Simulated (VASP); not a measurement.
```
CELL_PARAMETERS angstrom
      0.00000     2.13788     2.13788
      2.13788     0.00000     2.13788
      2.13788     2.13788     0.00000
ATOMIC_POSITIONS crystal
  Ti 0.00000 0.00000 0.00000
  N  0.50000 0.50000 0.50000
```

These are RPBE GGA, VASP's PBE PAW potentials (set 64) (plane waves; VASP) values and carry that method's errors. Run with 520 eV cut-off, 16×16×16 Γ-centred mesh, tetrahedra with Blöchl corrections, potentials Ti_sv N.

**Question.** What does the run give for the energy per atom (σ→0), band gap (on the k-mesh) with the smallest direct gap where there is one?

**Answer.** 
```yaml
band gap (on the k-mesh): none (metal, semimetal or under 0.01 eV)
energy per atom (σ→0): -9.338 eV/atom
```

The absolute energy has meaning only against runs of the same code, potentials and settings.

The compound is TiN in the rock salt structure. It was relaxed first. The electron count is odd and the run is not spin-polarised, which forces a metal.
